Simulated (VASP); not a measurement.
VASP runs on HfO2 (fluorite) share one base input (PBE GGA, plane waves, VASP's PBE PAW potentials (set 64)) and change the settings named in each case.

### POSCAR
```
HfO2
1
    0.0000000000     2.5908000000     2.5908000000
    2.5908000000     0.0000000000     2.5908000000
    2.5908000000     2.5908000000     0.0000000000
Hf O
1 2
Direct
  0.0000000000   0.0000000000   0.0000000000
  0.2500000000   0.2500000000   0.2500000000
  0.7500000000   0.7500000000   0.7500000000
```

KPOINTS:
```
Automatic mesh
0
Gamma
7 7 7
0 0 0
```

INCAR:
```
ALGO = Normal
EDIFF = 1E-6
ENCUT = 520
GGA = PE
ISIF = 2
ISMEAR = 0
LASPH = .TRUE.
LCHARG = .FALSE.
LMAXMIX = 6
LREAL = .FALSE.
LWAVE = .FALSE.
NELM = 100
PREC = Accurate
SIGMA = 0.05
SYSTEM = HfO2
```

POTCAR, in this order: Hf_pv O (PBE.64 set). Program: vasp_std.

```csv
change,E(σ→0) (eV/atom),irreducible k-points
base run,-10.0505,20
"KGAMMA = .TRUE., KSPACING = 0.2, KPOINTS file removed",-10.0504,56
"KGAMMA = .TRUE., KSPACING = 0.8, KPOINTS file removed",-10.0472,4
"KGAMMA = .TRUE., KSPACING = 0.25, KPOINTS file removed",-10.0504,35
"KGAMMA = .TRUE., KSPACING = 0.5, KPOINTS file removed",-10.0504,10
"KGAMMA = .FALSE., KSPACING = 0.4, KPOINTS file removed",-10.0504,28
```
 Unless said otherwise, spin-orbit coupling is left out, though it shifts the bands of the heavy elements here.

Left out are runs that ran out of time, are held back, or changed the cell or the kind of run, fixed moments of cells without a moment, rows past the twelfth, gaps on odd meshes, pressures of charged cells and columns that move by less than the noise.

The compound is HfO2 in the fluorite structure, the high-temperature cubic form, which is unstable at 0 K; the monoclinic form is the stable one. The cell was not relaxed at this level.
